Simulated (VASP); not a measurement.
Computed with PBE GGA with spin-orbit coupling, VASP's PBE PAW potentials (set 64) (plane waves; VASP 6.6.1).

VASP ran on this input.

INCAR:
```
SIGMA = 0.05   ! width (eV)
NELM = 100
ALGO = Normal
LCHARG = .FALSE.
LMAXMIX = 6
LREAL = .FALSE.   ! projection in real space or not
PREC = Accurate
EDIFF = 1E-6   ! SCF stop (eV)
GGA_COMPAT = .FALSE.
SYSTEM = Ho
GGA = PE   ! PBE
ENCUT = 400   ! plane-wave cut-off (eV)
LWAVE = .FALSE.
LASPH = .TRUE.   ! aspherical one-centre terms
LSORBIT = .TRUE.
ISMEAR = 0   ! Gaussian
MAGMOM = 6*0
```

### POSCAR
```
Ho
1
    1.8039385608    -3.1245132967    -0.0000000000
    1.8039385608     3.1245132967     0.0000000000
   -0.0000000000     0.0000000000     5.5562598429
Ho
2
Direct
  0.3333330000   0.6666670000   0.2500000000
  0.6666670000   0.3333330000   0.7500000000
```

### KPOINTS
```
Automatic mesh
0
Gamma
11 11 6
0 0 0
```

File KPOINTS_OPT:
```
k-points along high-symmetry lines
5
Line-mode
Reciprocal
  0.000000   0.000000   0.000000 ! GAMMA
 -0.000000   0.500000   0.000000 ! M

 -0.000000   0.500000   0.000000 ! M
 -0.333333   0.666667   0.000000 ! K

 -0.333333   0.666667   0.000000 ! K
  0.000000   0.000000   0.000000 ! GAMMA

  0.000000   0.000000   0.000000 ! GAMMA
  0.000000   0.000000   0.500000 ! A

  0.000000   0.000000   0.500000 ! A
 -0.000000   0.500000   0.500000 ! L

 -0.000000   0.500000   0.500000 ! L
 -0.333333   0.666667   0.500000 ! H

 -0.333333   0.666667   0.500000 ! H
  0.000000   0.000000   0.500000 ! A

 -0.000000   0.500000   0.500000 ! L
 -0.000000   0.500000   0.000000 ! M

 -0.333333   0.666667   0.500000 ! H
 -0.333333   0.666667   0.000000 ! K
```

POTCAR, in this order: Ho_3 (PBE.64 set). Program: vasp_ncl.

Output of the run:

File OUTCAR:
```
 ion  position               nearest neighbor table
   1  0.333  0.667  0.250-   2 3.47   2 3.47   2 3.47   2 3.47   2 3.47   2 3.47
   2  0.667  0.333  0.750-   1 3.47   1 3.47   1 3.47   1 3.47   1 3.47   1 3.47
  LATTYP: Found a hexagonal cell.
 ALAT       =     3.6078771698
 C/A-ratio  =     1.5400357555
 Subroutine PRICEL returns:
 Original cell was already a primitive cell.
 Subroutine GETGRP returns: Found 24 space group operations
The static configuration has the point symmetry D_3d.
 The point group associated with its full space group is D_6h.
The dynamic configuration has the point symmetry D_3d.
The overall configuration has the point symmetry D_3d.
 Subroutine INISYM returns: Found 24 space group operations
 Subroutine IBZKPT returns following result:
 Found     64 irreducible k-points:

 Following reciprocal coordinates:
            Coordinates               Weight
  0.000000  0.000000  0.000000      1.000000
  0.090909  0.000000  0.000000      6.000000
  0.181818  0.000000  0.000000      6.000000
  0.272727  0.000000  0.000000      6.000000
  0.363636  0.000000  0.000000      6.000000
  0.454545  0.000000  0.000000      6.000000
  0.090909  0.090909  0.000000      6.000000
  0.181818  0.090909  0.000000     12.000000
  0.272727  0.090909  0.000000     12.000000
  0.363636  0.090909  0.000000     12.000000
  0.454545  0.090909  0.000000      6.000000
  0.181818  0.181818  0.000000      6.000000
  0.272727  0.181818  0.000000     12.000000
  0.363636  0.181818  0.000000     12.000000
  0.272727  0.272727  0.000000      6.000000
  0.363636  0.272727  0.000000      6.000000
  0.000000  0.000000  0.166667      2.000000
  0.090909  0.000000  0.166667     12.000000
  0.181818  0.000000  0.166667     12.000000
  0.272727  0.000000  0.166667     12.000000
  0.363636  0.000000  0.166667     12.000000
...
```

**OSZICAR**
```
       N       E                     dE             d eps       ncg     rms          rms(c)
DAV:   1     0.967815886154E+02    0.96782E+02   -0.70295E+03  4056   0.108E+03
DAV:   2    -0.832307110742E+00   -0.97614E+02   -0.95370E+02  4946   0.593E+02
DAV:   3    -0.868129015660E+01   -0.78490E+01   -0.72386E+01  5286   0.116E+02
DAV:   4    -0.955528535505E+01   -0.87400E+00   -0.76631E+00  5774   0.304E+01
DAV:   5    -0.961937709929E+01   -0.64092E-01   -0.62546E-01  5616   0.762E+00    0.255E+01
DAV:   6    -0.961765395135E+01    0.17231E-02   -0.67006E-02  5656   0.308E+00    0.152E+01
DAV:   7    -0.962264484748E+01   -0.49909E-02   -0.35519E-02  5552   0.253E+00    0.672E+00
DAV:   8    -0.962493936646E+01   -0.22945E-02   -0.48444E-03  5622   0.111E+00    0.248E-01
DAV:   9    -0.962466723109E+01    0.27214E-03   -0.13744E-03  5454   0.456E-01    0.522E-02
DAV:  10    -0.962467808139E+01   -0.10850E-04   -0.11050E-04  5558   0.149E-01    0.207E-02
DAV:  11    -0.102553308160E+02   -0.63065E+00   -0.42780E-06  5278   0.382E-02    0.160E+00
DAV:  12    -0.962467617526E+01    0.63065E+00   -0.53328E+00  3134   0.131E+00    0.106E-02
DAV:  13    -0.134605754958E+02   -0.38359E+01   -0.90464E-07  2920   0.141E-02    0.669E-01
DAV:  14    -0.114025119038E+02    0.20581E+01   -0.72703E+00  2800   0.923E-01    0.537E+00
DAV:  15    -0.205530480039E+02   -0.91505E+01   -0.22433E+01  2680   0.102E+00    0.145E+01
DAV:  16    -0.127217067494E+02    0.78313E+01   -0.53256E+01  2556   0.583E+00    0.583E-01
DAV:  17    -0.962467662220E+01    0.30970E+01   -0.12004E+00  2454   0.324E-01    0.139E-01
DAV:  18    -0.962467527057E+01    0.13516E-05   -0.30229E-07  2358   0.155E-02    0.837E-02
DAV:  19    -0.962467471624E+01    0.55433E-06   -0.51428E-07  2354   0.100E-02
   1 F= -.96246747E+01 E0= -.96237475E+01  d E =-.185434E-02  mag=     0.0000    -0.0000     0.0000
       N       E                     dE             ncg
```

OUTCAR:
```
------------------------ aborting loop because EDIFF is reached ----------------------------------------
  FORCE on cell =-STRESS in cart. coord.  units (eV):
  Direction    XX          YY          ZZ          XY          YZ          ZX
  --------------------------------------------------------------------------------------
  Total       -0.0708429     -0.0708429     -0.0545276      0.0000000      0.0000000      0.0000000
  in kB       -1.8121336     -1.8121337     -1.3947958      0.0000000      0.0000000      0.0000000
  external PRESSURE =      -1.6730210 kB  Pullay stress =       0.0000000 kB
  volume of cell :       62.63
      direct lattice vectors                 reciprocal lattice vectors
     1.803938561 -3.124513297  0.000000000     0.277171302 -0.160024923  0.000000000
     1.803938561  3.124513297  0.000000000     0.277171302  0.160024923  0.000000000
     0.000000000  0.000000000  5.556259843     0.000000000  0.000000000  0.179977184
 POSITION                                       TOTAL-FORCE (eV/Angst)
 -----------------------------------------------------------------------------------
      1.80394      1.04151      1.38906        -0.000000     -0.000000     -0.000000
      1.80394     -1.04151      4.16719         0.000000      0.000000      0.000000
 -----------------------------------------------------------------------------------
    total drift:                               -0.000003      0.000000      0.000000
  FREE ENERGIE OF THE ION-ELECTRON SYSTEM (eV)
  ---------------------------------------------------
  free  energy   TOTEN  =        -9.6246747162 eV

  energy  without entropy=       -9.6228203729  energy(sigma->0) =       -9.62374754

 Ion:    1  E_soc:     -0.5810865

 Ion:    2  E_soc:     -0.5810865
```
(Selected blocks of OUTCAR.)

The 4f electrons are frozen in the core of the lanthanide potential, so 4f levels, which can set the real gap, and their magnetism are missing.

The compound is Ho in the hcp structure. It was relaxed first.
